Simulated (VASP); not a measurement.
An input for Ansatz (written as the equivalent of a VASP run, and not itself run):

Ansatz 0.2 input:
```yaml
crystal:
  lattice:
    - [0.0000000, 2.3842720, 2.3842720]
    - [2.3842720, 0.0000000, 2.3842720]
    - [2.3842720, 2.3842720, 0.0000000]
  atoms:
    - { symbol: Na, position: [0.0000000, 0.0000000, 0.0000000] }
    - { symbol: H, position: [0.5000000, 0.5000000, 0.5000000] }
kpoints:
  mp_grid: { grid: [10, 10, 10] }
hamiltonian:
  xc: pbe
  pseudopotentials: { kind: paw }
scf:
  occupations: { method: gaussian, width: 0.02 }
  max_iter: 100
output: { forces: true, stress: true, eigenvalues: true }
```

### Question
Translate this input to VASP (INCAR, KPOINTS, POSCAR, choice of POTCAR).

### Answer
One answer among several that fit: 
**INCAR**
```
SYSTEM = NaH
PREC = Accurate
ENCUT = 180
EDIFF = 1E-6
NELM = 100
ALGO = Normal
LREAL = .FALSE.
LASPH = .TRUE.
ISMEAR = 0
SIGMA = 0.02
GGA = PE
LWAVE = .FALSE.
LCHARG = .FALSE.
ISIF = 2
```

POSCAR:
```
NaH
4.7685440
  0.0000000000   0.5000000000   0.5000000000
  0.5000000000   0.0000000000   0.5000000000
  0.5000000000   0.5000000000   0.0000000000
Na H
1 1
direct
  0.0000000000   0.0000000000   0.0000000000
  0.5000000000   0.5000000000   0.5000000000
```

**KPOINTS**
```
Automatic mesh
0
Gamma
10 10 10
0 0 0
```

POTCAR, in this order: Na_pv H (PBE.64 set). Program: vasp_std.

Limits of the translation: each code has its own PAW files, so the cut-off isn't converted (ENCUT is set for VASP's; basis.ecutwfc is left out, and Ansatz then takes the one that its files recommend); Ansatz stops its SCF on the density residual and VASP on the energy change (EDIFF).

The structure comes from a computed database's NaH entry; how it stands against other phases isn't given here. The cell was not relaxed at this level. The run is one of a series of settings (ENCUT = 180 against the base run), some of them coarse on purpose.
